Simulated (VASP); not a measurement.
OSZICAR of a VASP run on V (bcc):

OSZICAR:
```
       N       E                     dE             d eps       ncg     rms          rms(c)
DAV:   1     0.807489620488E+02    0.80749E+02   -0.70272E+03 12428   0.135E+03
DAV:   2    -0.975052605346E+01   -0.90499E+02   -0.88634E+02 12748   0.359E+02
DAV:   3    -0.111112438465E+02   -0.13607E+01   -0.13405E+01 12966   0.518E+01
DAV:   4    -0.111195650722E+02   -0.83212E-02   -0.83200E-02 12600   0.428E+00
DAV:   5    -0.111196594238E+02   -0.94352E-04   -0.94352E-04 12894   0.451E-01    0.207E+01
DAV:   6    -0.966343610427E+01    0.14562E+01   -0.56210E+00 12468   0.360E+01    0.226E+00
DAV:   7    -0.963972162552E+01    0.23714E-01   -0.27478E-02 12562   0.218E+00    0.108E+00
DAV:   8    -0.963026814599E+01    0.94535E-02   -0.73341E-03 12506   0.154E+00    0.109E-01
DAV:   9    -0.963028965362E+01   -0.21508E-04   -0.13907E-04 12538   0.193E-01    0.343E-02
DAV:  10    -0.963029742928E+01   -0.77757E-05   -0.89382E-06 12504   0.404E-02    0.233E-03
DAV:  11    -0.963029727344E+01    0.15584E-06   -0.97272E-08  6868   0.552E-03    0.969E-04
DAV:  12    -0.963029724025E+01    0.33189E-07   -0.12436E-08  6252   0.185E-03
   1 F= -.96302972E+01 E0= -.96301806E+01  d E =-.349899E-03
```

Q: Which electronic solver shows in the log?

A: It is blocked Davidson (ALGO = Normal, or the opening steps of other solvers). The INCAR had ALGO = Normal.

Q: How was spin treated?

A: Without spin polarisation: there is no mag entry.

Q: Can the final energy be trusted as converged?

A: Self-consistency was reached. It stopped with EDIFF = 1E-7, NELM = 100 (PBEsol GGA, plane waves, VASP's PBE PAW potentials (set 64)).

The compound is V in the bcc structure. This cell was strained or had an atom moved on purpose. The run is not spin-polarised, so no magnetic state was tried.
